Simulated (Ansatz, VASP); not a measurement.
Two plane-wave programs on NbCu

Contents of INCAR:

```
SYSTEM = NbCu
PREC     = Accurate       ! precision mode
ENCUT    = 520            ! plane-wave cutoff, eV
EDIFF    = 1E-7           ! SCF threshold, eV
ISMEAR   = -1             ! smearing method
SIGMA    = 0.05           ! smearing width, eV
LREAL    = .FALSE.        ! projectors in reciprocal space
LASPH    = .TRUE.         ! aspherical terms in the spheres
NELM     = 80             ! most SCF steps
ALGO     = Normal         ! electronic algorithm
ISIF     = 2              ! what is computed and relaxed
LWAVE    = .FALSE.        ! write WAVECAR
LCHARG   = .FALSE.        ! write CHGCAR
GGA      = PE             ! functional
NBANDS   = 19             ! bands
```

Contents of KPOINTS:

```
Automatic mesh
0
G
  9 9 9
  0 0 0
```

File POSCAR:

```
NbCu
1.0
    0.0000000000      2.5275812956      2.5275812956
    2.5275812956      0.0000000000      2.5275812956
    2.5275812956      2.5275812956      0.0000000000
Nb Cu
1 1
Direct
    0.0000000000      0.0000000000      0.0000000000
    0.5000000000      0.5000000000      0.5000000000
```

The input input.yaml:

```yaml
crystal:
  lattice:
    - [0.0, 2.5275812956, 2.5275812956]
    - [2.5275812956, 0.0, 2.5275812956]
    - [2.5275812956, 2.5275812956, 0.0]
  atoms:
    - { symbol: Nb, position: [0.0, 0.0, 0.0] }
    - { symbol: Cu, position: [0.5, 0.5, 0.5] }
hamiltonian:
  xc: pbe
  pseudopotentials: { kind: paw }
kpoints:
  mp_grid: { grid: [9, 9, 9] }
scf:
  occupations: { method: fermi_dirac, width: 0.05 }
output:
  forces: true
  stress: true
  eigenvalues: true
```

Change from the starting cell: volume scaled by 0.96.

Alike in both runs: task single point; functional PBE; k mesh 9 × 9 × 9; occupations fermi-dirac, width 0.05 eV; no spin polarisation.

|  | VASP | Ansatz |
| --- | --- | --- |
| version | VASP 6.6.1 | Ansatz 0.2.0 |
| potentials or method | VASP PAW PBE potentials, release 64 (Nb_sv, Cu) | Ansatz PAW |
| plane-wave cutoff (eV) | 520 | 420 |
| valence electrons in the cell | 24 | 32 |

```tsv
	VASP	Ansatz	Ansatz less VASP
gap on the k mesh at the Fermi level (eV)	none	none	-
pressure (GPa)	6.4	6.4	+0.04
```

A gap of «none» marks a metal or a gap that the smearing closes. The two sets of potentials don't hold the same shells in valence.
